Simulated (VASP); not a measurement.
Level of theory: PW91 GGA, VASP's PBE PAW potentials (set 64) (plane waves; VASP 6.6.1).

VASP input:

**KPOINTS**
```
Automatic mesh
0
Gamma
14 14 7
0 0 0
```

### INCAR
```
ALGO  =  Normal
EDIFF  =  1E-6
EDIFFG  =  -0.01
ENCUT  =  520
GGA  =  91
IBRION  =  2
ISIF  =  3
ISMEAR  =  1
LASPH  =  .TRUE.
LCHARG  =  .FALSE.
LMAXMIX  =  6
LREAL  =  .FALSE.
LWAVE  =  .FALSE.
NELM  =  100
NSW  =  60
PREC  =  Accurate
SIGMA  =  0.1
SYSTEM  =  Re
```

**POSCAR**
```
Re
1
    1.3903637133    -2.4081804754    -0.0000000000
    1.3903637133     2.4081804754     0.0000000000
   -0.0000000000    -0.0000000000     4.4974416502
Re
2
Direct
  0.3333330000   0.6666670000   0.2500000000
  0.6666670000   0.3333330000   0.7500000000
```

POTCAR, in this order: Re (PBE.64 set). Program: vasp_std.

Output of the run:

**OSZICAR**
```
       N       E                     dE             d eps       ncg     rms          rms(c)
DAV:   1     0.281303574000E+02    0.28130E+02   -0.69018E+03  3823   0.157E+03
DAV:   2    -0.196136710171E+02   -0.47744E+02   -0.40973E+02  3375   0.322E+02
DAV:   3    -0.257931576904E+02   -0.61795E+01   -0.50169E+01  3607   0.237E+02
DAV:   4    -0.261264190152E+02   -0.33326E+00   -0.30523E+00  3831   0.279E+01
DAV:   5    -0.261394435619E+02   -0.13025E-01   -0.12573E-01  3766   0.326E+00    0.460E+01
DAV:   6    -0.250436658633E+02    0.10958E+01   -0.11614E+00  3930   0.341E+01    0.185E+01
DAV:   7    -0.246885472994E+02    0.35512E+00   -0.77649E-01  4068   0.268E+01    0.701E-01
DAV:   8    -0.246764111537E+02    0.12136E-01   -0.10532E-02  4181   0.135E+00    0.252E-01
DAV:   9    -0.246756130065E+02    0.79815E-03   -0.60802E-04  4088   0.261E-01    0.374E-02
DAV:  10    -0.246756330526E+02   -0.20046E-04   -0.41049E-05  3490   0.544E-02    0.644E-03
DAV:  11    -0.246756324372E+02    0.61535E-06   -0.18739E-07  1919   0.184E-02
   1 F= -.24675632E+02 E0= -.24675783E+02  d E =-.246756E+02
       N       E                     dE             d eps       ncg     rms          rms(c)
DAV:   1    -0.246764882543E+02   -0.85520E-03   -0.81354E-02  3241   0.105E+01    0.177E-01
DAV:   2    -0.246757701093E+02    0.71815E-03   -0.97473E-04  3939   0.434E-01    0.799E-02
DAV:   3    -0.246755720580E+02    0.19805E-03   -0.40992E-04  4090   0.295E-01    0.213E-02
DAV:   4    -0.246755724439E+02   -0.38590E-06   -0.11639E-05  3400   0.400E-02    0.757E-03
DAV:   5    -0.246755722031E+02    0.24081E-06   -0.13989E-07  1699   0.127E-02
   2 F= -.24675572E+02 E0= -.24675616E+02  d E =0.602341E-04
       N       E                     dE             d eps       ncg     rms          rms(c)
DAV:   1    -0.246760530910E+02   -0.48065E-03   -0.24431E-02  3212   0.575E+00    0.967E-02
DAV:   2    -0.246758368109E+02    0.21628E-03   -0.29308E-04  3932   0.238E-01    0.440E-02
DAV:   3    -0.246757762868E+02    0.60524E-04   -0.12703E-04  4068   0.164E-01    0.117E-02
DAV:   4    -0.246757763098E+02   -0.22904E-07   -0.24783E-06  2362   0.223E-02
   3 F= -.24675776E+02 E0= -.24675885E+02  d E =-.143873E-03
```

OUTCAR:
```
------------------------ aborting loop because EDIFF is reached ----------------------------------------
  FORCE on cell =-STRESS in cart. coord.  units (eV):
  Direction    XX          YY          ZZ          XY          YZ          ZX
  --------------------------------------------------------------------------------------
  Total       -0.0071463     -0.0071463     -0.0073454      0.0000000      0.0000000      0.0000000
  in kB       -0.3801066     -0.3801066     -0.3906948      0.0000000      0.0000000      0.0000000
  external PRESSURE =      -0.3836360 kB  Pullay stress =       0.0000000 kB
  volume of cell :       30.12
      direct lattice vectors                 reciprocal lattice vectors
     1.391452453 -2.410066227  0.000000000     0.359336748 -0.207463179 -0.000000000
     1.391452453  2.410066227 -0.000000000     0.359336748  0.207463179  0.000000000
     0.000000000 -0.000000000  4.491178867     0.000000000  0.000000000  0.222658689
 POSITION                                       TOTAL-FORCE (eV/Angst)
 -----------------------------------------------------------------------------------
      1.39145      0.80336      1.12279         0.000000      0.000000      0.000000
      1.39145     -0.80336      3.36838        -0.000000     -0.000000      0.000000
 -----------------------------------------------------------------------------------
    total drift:                               -0.000000      0.000011     -0.000017
  FREE ENERGIE OF THE ION-ELECTRON SYSTEM (eV)
  ---------------------------------------------------
  free  energy   TOTEN  =       -24.6757763098 eV

  energy  without entropy=      -24.6761025242  energy(sigma->0) =      -24.67588505

 reached required accuracy - stopping structural energy minimisation
```
(Selected blocks of OUTCAR.)

File CONTCAR:
```
Re
   1.00000000000000
     1.3914524526251424   -2.4100662269524067    0.0000000000000000
     1.3914524526251424    2.4100662269524067   -0.0000000000000000
     0.0000000000000000   -0.0000000000000000    4.4911788665541312
  Re
     2
Direct
     0.3333330000000032    0.6666669999999968    0.2500000000000000
     0.6666669999999968    0.3333330000000032    0.7500000000000000
```

The compound is Re in the hcp structure. This run relaxes it. Symmetry was kept, so distortions that lower it aren't found. The start is the result of an earlier pass.
